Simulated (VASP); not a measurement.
Al2O3 (space group Pnnm): computed properties

Calculation: r2SCAN meta-GGA, VASP's PBE PAW potentials (set 64) (plane waves; VASP 6.6.1).

```yaml
space_group: Pnnm (58)
cell: a = 4.671 Å, b = 9.632 Å, c = 2.994 Å, α = 90.00°, β = 90.00°, γ = 90.00°
volume_per_atom: 13.47 Å^3/atom
band gap (over mesh and band path): 4.10 eV
smallest direct gap (over mesh and band path): 4.10 eV
band_edge_character: direct, Γ to Γ
density: 2.51 g/cm³
mean ε∞ (independent particles): 2.39
```

Space group Pnnm (No. 58); a = 4.6706 Å, b = 9.6324 Å, c = 2.9943 Å, α = 90.00°, β = 90.00°, γ = 90.00°

```
atom  site  symmetry       x       y       z
----  ----  --------  ------  ------  ------
Al      4g       ..m  0.0629  0.8289  0.0000
O       4g       ..m  0.2619  0.2712  0.0000
O       2a     ..2/m  0.0000  0.0000  0.0000
```

The structure comes from a computed database's Al2O3 entry (Pnnm); how it stands against other phases isn't given here. It was relaxed first. Symmetry was kept, so distortions that lower it aren't found.
